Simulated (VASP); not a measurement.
An input for Quantum ESPRESSO's pw.x (written as the equivalent of a VASP run, and not itself run):

```
&CONTROL
  calculation = 'vc-relax'
  pseudo_dir = './pseudo'
  outdir = './out'
  tprnfor = .true.
  tstress = .true.
  nstep = 40
  forc_conv_thr = 0.00078
/
&SYSTEM
  ibrav = 0
  nat = 3
  ntyp = 2
  ecutwfc = 102
  occupations = 'smearing'
  smearing = 'gaussian'
  degauss = 0.003675
  input_dft = 'pbe'
/
&ELECTRONS
  conv_thr = 7.3e-08
  electron_maxstep = 100
/
&IONS
/
&CELL
/
ATOMIC_SPECIES
  Cd 112.414 Cd.upf
  I 126.904 I.upf
CELL_PARAMETERS angstrom
     2.1651462   -3.7501435    0.0000000
     2.1651462    3.7501435   -0.0000000
     0.0000000    0.0000000    7.4081580
ATOMIC_POSITIONS crystal
  Cd   1.0000000  0.0000000  0.0000000
  I    0.3333330  0.6666670  0.2318990
  I    0.6666670  0.3333330  0.7681010
K_POINTS automatic
  6 6 3 0 0 0
```

Task: Translate this input to VASP (INCAR, KPOINTS, POSCAR, choice of POTCAR).

Result: Several could match; the one computed here: 
### KPOINTS
```
kpoints
0
gamma
6 6 3
```

### INCAR
```
ALGO  =  Normal
EDIFF  =  1E-6
EDIFFG  =  -0.02
ENCUT  =  500
GGA  =  PE
IBRION  =  2
ISIF  =  3
ISMEAR  =  0
LASPH  =  .True.
LCHARG  =  .False.
LMAXMIX  =  4
LREAL  =  .False.
LWAVE  =  .False.
NELM  =  100
NSW  =  40
PREC  =  Accurate
SIGMA  =  0.05
SYSTEM  =  CdI2
```

**POSCAR**
```
CdI2
1.0
  2.1651461869  -3.7501435076   0.0000000000
  2.1651461869   3.7501435076   0.0000000000
  0.0000000000   0.0000000000   7.4081580072
Cd I
1 2
Cart
  2.1651461869  -3.7501435076   0.0000000000
  2.1651461869   1.2500503360   1.7179444937
  2.1651461869  -1.2500503360   5.6902135135
```

POTCAR, in this order: Cd I (PBE.64 set). Program: vasp_std.

Limits of the translation: the potentials are each code's own (VASP's PAW set, PseudoDojo norm-conserving files in pw.x), so ENCUT and ecutwfc are chosen apart and not converted; conv_thr bounds pw.x's estimated SCF error, while EDIFF bounds the energy change between steps; forc_conv_thr acts on force components and is met together with etot_conv_thr.

The compound is CdI2 in the 1T layered structure. This run relaxes it. Symmetry was kept, so distortions that lower it aren't found.
